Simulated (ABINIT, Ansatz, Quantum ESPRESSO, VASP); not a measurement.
## One structure in several programs: Si (P1, 4 atoms in the cell)

Self-consistent single point.

```
Si
1.0
    3.83132     0.00000     0.00000
   -1.91566     3.31802     0.00000
    0.00000     0.00000     6.33262
Si
4
Direct
  0.32960   0.66628   0.06911
  0.66692   0.32876   0.93630
  0.65714   0.32969   0.56058
  0.34633   0.67527   0.43400
```

Shared settings, as Ansatz (a first-principles code) writes them: kpoints.mp_grid.grid = 7 7 4; scf.occupations.method = fermi_dirac; scf.occupations.width = 0.01 eV. Potentials and cutoffs stand in the table.

```json
[
 {"code": "VASP", "model": "PBEsol, VASP's PBE PAW potentials (set 64)", "pressure (GPa)": "-0.27", "largest force (eV/Å)": "0.985", "gap on the mesh (eV)": "0.098", "cutoff": "300 eV"},
 {"code": "Ansatz", "model": "PBEsol, default PAW files made with PBE", "pressure (GPa)": "-0.30", "largest force (eV/Å)": "0.981", "gap on the mesh (eV)": "0.100", "cutoff": "default"},
 {"code": "Quantum ESPRESSO", "model": "PBEsol, GBRV 1.5 ultrasoft (PBESOL) pseudopotentials", "pressure (GPa)": "-0.35", "largest force (eV/Å)": "0.983", "gap on the mesh (eV)": "0.103", "cutoff": "40 Ry"},
 {"code": "ABINIT", "model": "PBEsol, PAW (JTH v2.0 PBE PAW, files made for PBE)", "pressure (GPa)": "-0.28", "largest force (eV/Å)": "0.980", "gap on the mesh (eV)": "0.108", "cutoff": "544 eV"}
]
```

Size of the force on each atom (eV/Å): Sizes of forces hide their directions.

| code | Si1 | Si2 | Si3 | Si4 |
|---|---|---|---|---|
| VASP | 0.859 | 0.363 | 0.881 | 0.985 |
| Ansatz | 0.855 | 0.362 | 0.876 | 0.981 |
| Quantum ESPRESSO | 0.856 | 0.363 | 0.878 | 0.983 |
| ABINIT | 0.855 | 0.362 | 0.875 | 0.980 |

Gaps are read on the mesh.

The spread over the programs that give each value: pressure within 0.08 GPa; largest force within 0.005 eV/Å; gap on the mesh within 0.010 eV.

Ansatz's pressure is given at a fixed set of plane waves, as the other plane-wave codes print theirs.

VASP's run is marked for a possible Pulay error in its stress at this cutoff; no cutoff test was made.

The starting cell comes from a database of computed structures (which also holds hypothetical and non-ambient phases and stackings), without a prior relaxation at this level. Its atoms were displaced at random from the sites of space group no. 194.

Left out of this page: GPAW, CP2K and SIESTA (not drawn, or without a comparable value).

Keys are those of Ansatz 0.2.
